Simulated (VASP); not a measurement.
**Bi (a7): computed properties**

These are r2SCAN meta-GGA, VASP's PBE PAW potentials (set 64) (plane waves; VASP) values and carry that method's errors.

```yaml
space_group: R-3m (166)
cell: a = 4.535 Å, b = 4.535 Å, c = 12.338 Å, α = 90.00°, β = 90.00°, γ = 120.00°
volume_per_atom: 36.63 Å³/atom
band gap (over mesh and band path): none (metal, semimetal or under 0.01 eV)
density: 9.47 g/cm³
```

Space group R-3m, hexagonal axes (No. 166); a = 4.535 Å, b = 4.535 Å, c = 12.338 Å, α = 90.00°, β = 90.00°, γ = 120.00°

```csv
atom,site,symmetry,x,y,z
Bi,6c,3m,0.0000,0.0000,0.2314
```
(The calculation used a cell of 2 atoms; values per cell refer to that cell.)

Unless said otherwise, spin-orbit coupling is left out, though it shifts the bands of the heavy elements here.

The compound is Bi in the a7 structure. It was relaxed first. Symmetry was kept, so distortions that lower it aren't found.
